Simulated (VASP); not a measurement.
A run of VASP 6.6.1 is set up as follows.

The input INCAR:

```
  PREC = Accurate
  ENCUT = 520
  EDIFF = 1E-6
  ISMEAR = 0
  SIGMA = 0.05
  LREAL = False
  LASPH = True
  NELM = 100
  ALGO = Normal
  ISIF = 2
  LWAVE = False
  LCHARG = False
  NBANDS = 15
```

KPOINTS

```
Automatic mesh
0
Gamma
  4 4 4
```

File POSCAR:

```
SiTe2
1.0
    0.0000000000      3.3997617851      3.3997617851
    3.3997617851      0.0000000000      3.3997617851
    3.3997617851      3.3997617851      0.0000000000
Si Te
1 2
Direct
    0.0000000000      0.0000000000      0.0000000000
    0.2500000000      0.2500000000      0.2500000000
    0.7500000000      0.7500000000      0.7500000000
```

Potentials or basis: VASP PAW LDA potentials, release 64 (Si, Te).

Run with:

```sh
$ cat potpaw_LDA.64/Si/POTCAR potpaw_LDA.64/Te/POTCAR > POTCAR
$ mpirun -np 1 vasp_std > vasp.out
```

(1) Predict the band gap on the k mesh.

(2) What does it give for the pressure?

Results:

(1) none (metal or under the smearing width).

(2) 0.0 GPa.

Caveat: the k mesh is coarse (spacing up to 0.40 Å⁻¹), so the values aren't converged.
